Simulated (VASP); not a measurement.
Calculation: PBEsol GGA, VASP's PBE PAW potentials (set 64) (plane waves; VASP).

A VASP calculation is set up with these files.

### KPOINTS
```
Automatic mesh
0
Gamma
14 14 8
0 0 0
```

**INCAR**
```
ALGO=Normal
EDIFF=1E-7
ENCUT=520
GGA=PS
ISIF=2
ISMEAR=-5
LASPH=.TRUE.
LCHARG=.TRUE.
LMAXMIX=6
LORBIT=11
LREAL=.FALSE.
LWAVE=.FALSE.
NEDOS=601
NELM=100
PREC=Accurate
SYSTEM=Lu
```

**POSCAR**
```
Lu
5.3764030
  0.3214192625  -0.5567145088   0.0000000000
  0.3214192625   0.5567145088   0.0000000000
  0.0000000000   0.0000000000   0.9999999699
Lu
2
Cart
  0.3214192625   0.1855718741   0.2499999925
  0.3214192625  -0.1855718741   0.7499999774
```

POTCAR, in this order: Lu_3 (PBE.64 set). Program: vasp_std.

The resulting files:

OSZICAR:
```
       N       E                     dE             d eps       ncg     rms          rms(c)
DAV:   1     0.443233284324E+02    0.44323E+02   -0.87317E+03  5481   0.151E+03
DAV:   2    -0.731685788567E+01   -0.51640E+02   -0.50499E+02  5280   0.736E+02
DAV:   3    -0.964122972088E+01   -0.23244E+01   -0.22285E+01  5568   0.701E+01
DAV:   4    -0.974589446241E+01   -0.10466E+00   -0.95786E-01  5726   0.885E+00
DAV:   5    -0.975070371292E+01   -0.48093E-02   -0.48101E-02  5259   0.184E+00    0.262E+01
DAV:   6    -0.973867032470E+01    0.12033E-01   -0.33527E-02  5263   0.414E+00    0.156E+01
DAV:   7    -0.974523793415E+01   -0.65676E-02   -0.61206E-02  5031   0.558E+00    0.376E-01
DAV:   8    -0.974497796322E+01    0.25997E-03   -0.40058E-03  5188   0.936E-01    0.845E-02
DAV:   9    -0.974497562051E+01    0.23427E-05   -0.18365E-04  5293   0.215E-01    0.267E-02
DAV:  10    -0.974497227460E+01    0.33459E-05   -0.16472E-05  5329   0.625E-02    0.272E-02
DAV:  11    -0.974497243843E+01   -0.16383E-06   -0.97432E-07  5184   0.150E-02    0.374E-03
DAV:  12    -0.974497257842E+01   -0.13999E-06   -0.66104E-08  2920   0.611E-03    0.178E-03
DAV:  13    -0.974497256500E+01    0.13417E-07   -0.21965E-08  2685   0.913E-03
   1 F= -.97449726E+01 E0= -.97449726E+01  d E =0.000000E+00
```

### OUTCAR
```
------------------------ aborting loop because EDIFF is reached ----------------------------------------
  FORCE on cell =-STRESS in cart. coord.  units (eV):
  Direction    XX          YY          ZZ          XY          YZ          ZX
  --------------------------------------------------------------------------------------
  Total        0.0721692      0.0721692     -0.0152903     -0.0000000      0.0000000      0.0000000
  in kB        2.0789908      2.0789910     -0.4404707     -0.0000000      0.0000000      0.0000000
  external PRESSURE =       1.2391704 kB  Pullay stress =       0.0000000 kB
  volume of cell :       55.62
      direct lattice vectors                 reciprocal lattice vectors
     1.728079487 -2.993121555  0.000000000     0.289338542 -0.167049681  0.000000000
     1.728079487  2.993121555  0.000000000     0.289338542  0.167049681  0.000000000
     0.000000000  0.000000000  5.376402838     0.000000000  0.000000000  0.185997967
 POSITION                                       TOTAL-FORCE (eV/Angst)
 -----------------------------------------------------------------------------------
      1.72808      0.99771      1.34410         0.000000      0.000000      0.000000
      1.72808     -0.99771      4.03230        -0.000000     -0.000000      0.000000
 -----------------------------------------------------------------------------------
    total drift:                                0.000001      0.000066     -0.000012
  FREE ENERGIE OF THE ION-ELECTRON SYSTEM (eV)
  ---------------------------------------------------
  free  energy   TOTEN  =        -9.7449725650 eV

  energy  without entropy=       -9.7449725650  energy(sigma->0) =       -9.74497257

 total charge

# of ion       s       p       d       tot
------------------------------------------
    1        0.518   6.445   0.972   7.935
    2        0.518   6.445   0.972   7.935
--------------------------------------------------
tot          1.037  12.889   1.943  15.869
```
(Selected blocks of OUTCAR.)

For a metal the tetrahedron method with Blöchl corrections gives inexact stress and forces.

The compound is Lu in the hcp structure. It was relaxed first, which changed the volume by -6 %.
